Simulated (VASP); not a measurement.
Crystal: SiGe3.

```
CELL_PARAMETERS angstrom
3.09858 0.00000 0.00000
-1.54929 2.68345 0.00000
0.00000 0.00000 14.90891
ATOMIC_POSITIONS crystal
Si 0.00000 0.00000 0.00000
Si 0.00000 0.00000 0.50000
Ge 0.33333 0.66667 0.08889
Ge 0.66667 0.33333 0.58889
Ge 0.33333 0.66667 0.41111
Ge 0.66667 0.33333 0.91111
Ge 0.33333 0.66667 0.75000
Ge 0.66667 0.33333 0.25000
```

The cell was built by a generator and needn't be a form met in nature.

```yaml
Program: VASP 6.6.1
Task: relaxation of cell and atoms
Functional: PBE
Potentials_or_basis: VASP PAW PBE potentials, release 64 (Si, Ge_d)
Cutoff: 520 eV
k_mesh: 6 × 6 × 2
Occupations: gaussian, width 0.15 eV
Spin: no spin polarisation
```

At the start: pressure 39.2 GPa; volume 15.50 Å³/atom.

Problem. Where does the relaxation end?

Solution. Over 21 steps the energy falls by 758.5 meV/atom and the volume is 19.13 Å³/atom (+23.4 %); space group P6_3/mmc (No. 194, to 0.05 Å).

Step by step:
| step | energy change (eV) | largest force (eV/Å) | pressure (GPa) | volume (Å³) |
| --- | --- | --- | --- | --- |
| 1 | 0.0000 | 5.1687 | 39.25 | 123.97 |
| 2 | -3.2103 | 0.5943 | -7.99 | 205.25 |
| 3 | -5.0907 | 0.5454 | -1.34 | 163.72 |
| 4 | -5.0916 | 0.6115 | -1.04 | 162.85 |
| 5 | -5.2849 | 0.6294 | -0.61 | 160.24 |
| 6 | -5.6194 | 0.6817 | 0.14 | 154.96 |
| 7 | -5.7827 | 0.1677 | 4.96 | 143.40 |
| 8 | -5.9450 | 0.0179 | 3.21 | 146.52 |
| 9 | -6.0376 | 0.2003 | -1.45 | 155.48 |
| 10 | -6.0485 | 0.1639 | -0.25 | 153.87 |
| 11 | -6.0565 | 0.1513 | 0.34 | 152.18 |
| 12 | -6.0558 | 0.2065 | -0.23 | 152.65 |
| 13 | -6.0564 | 0.1508 | 0.63 | 152.35 |
| 14 | -6.0610 | 0.1397 | -0.31 | 152.90 |
| 15 | -6.0620 | 0.1383 | -0.25 | 153.06 |
| 16 | -6.0635 | 0.1093 | -0.77 | 153.38 |
| 17 | -6.0661 | 0.0664 | 0.73 | 153.21 |
| 18 | -6.0662 | 0.0880 | -0.25 | 153.20 |
| 19 | -6.0665 | 0.0772 | -0.32 | 153.17 |
| 20 | -6.0671 | 0.0552 | -0.63 | 153.12 |
| 21 | -6.0680 | 0.0402 | 0.45 | 153.01 |

Final structure:
```cif
data_structure
_symmetry_space_group_name_H-M 'P 1'
_symmetry_Int_Tables_number 1
_cell_length_a 3.7270
_cell_length_b 3.7270
_cell_length_c 12.7193
_cell_angle_alpha 90.000
_cell_angle_beta 90.000
_cell_angle_gamma 120.000
_cell_volume 153.01
loop_
_atom_site_label
_atom_site_type_symbol
_atom_site_fract_x
_atom_site_fract_y
_atom_site_fract_z
_atom_site_occupancy
Si1 Si 0.00000 0.00000 0.00000 1
Si2 Si 0.00000 0.00000 0.50000 1
Ge1 Ge 0.33333 0.66667 0.11423 1
Ge2 Ge 0.66667 0.33333 0.61423 1
Ge3 Ge 0.33333 0.66667 0.38577 1
Ge4 Ge 0.66667 0.33333 0.88577 1
Ge5 Ge 0.33333 0.66667 0.75000 1
Ge6 Ge 0.66667 0.33333 0.25000 1
```

Caveat: the k mesh is coarse (spacing up to 0.39 Å⁻¹), so the values aren't converged; the volume moved by over 15 % at a fixed basis, so the end points are rough.
